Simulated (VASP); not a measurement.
The system is Ta.

```
Ta
1.0
    -1.65128    1.65128    1.65128
     1.65128   -1.65128    1.65128
     1.65128    1.65128   -1.65128
Ta
1
Direct
  0.00000 0.00000 0.00000
```

```yaml
Program: VASP 6.6.1
Task: relaxation of cell and atoms
Functional: RPBE
Potentials_or_basis: VASP PAW PBE potentials, release 64 (Ta_pv)
Cutoff: 600 eV
k_mesh: 16 × 16 × 16
Occupations: methfessel-paxton, width 0.1 eV
Spin: no spin polarisation
```

At the start: pressure 6.9 GPa; volume 18.01 Å³/atom.

Problem. Where does the relaxation end?

Solution. Over 4 steps the energy falls by 13.2 meV/atom and the volume is 18.65 Å³/atom (+3.6 %); space group Im-3m (No. 229, to 0.05 Å).

The path:
```
step  energy change (eV)  largest force (eV/Å)  pressure (GPa)  volume (Å³)
   1              0.0000                0.0000            6.90        18.01
   2              0.0459                0.0000          -12.24        20.11
   3             -0.0132                0.0000           -0.12        18.66
   4             -0.0132                0.0000           -0.06        18.65
```

Final structure:
```
Ta
1.0
    -1.67061    1.67061    1.67061
     1.67061   -1.67061    1.67061
     1.67061    1.67061   -1.67061
Ta
1
Cartesian
  0.0000 0.0000 0.0000
```

Caveat: the PAW data sets were made with another functional, which shifts forces and pressure a little.
